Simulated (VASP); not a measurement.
Runs of VASP 6.6.1 on WSe2. The cell holds a slab with vacuum, 9 atoms: a = 3.283 Å, b = 3.283 Å, c = 34.316 Å, α = 90.00°, β = 90.00°, γ = 120.00°. 

```tsv
task	level	spin	cell	cutoff (eV)	dipole correction	gap on the mesh (eV)	largest force (eV/Å)
band structure	PBE+D3(BJ)	SOC, no magnetisation	P-6m2, 35.59 Å³/atom	520	yes	-	(a)
band structure	r2SCAN	off	P-6m2, 35.59 Å³/atom	520	yes	1.22	0.38
band structure	PBE+D3(BJ)	off	P-6m2, 35.59 Å³/atom	520	yes	1.09	-
relaxation of cell and atoms	PBE+D3(BJ)	off	relaxed	600	-	1.09	-
```

Alike in all rows: potentials or basis VASP PAW PBE potentials, release 64 (Se, W_sv); k mesh 12 × 12 × 1; smearing gaussian 0.03 eV.

**Question.** Estimate the missing entries.

**Answer.** (a) 0.04.

Caveats: spin-orbit coupling is left out, which moves the levels of the heavy elements (some runs); the PAW data sets were made with another functional, which shifts forces and pressure a little (some runs).

A k mesh can miss the band edges, and rows without SOC leave out spin-orbit coupling on Se, W.
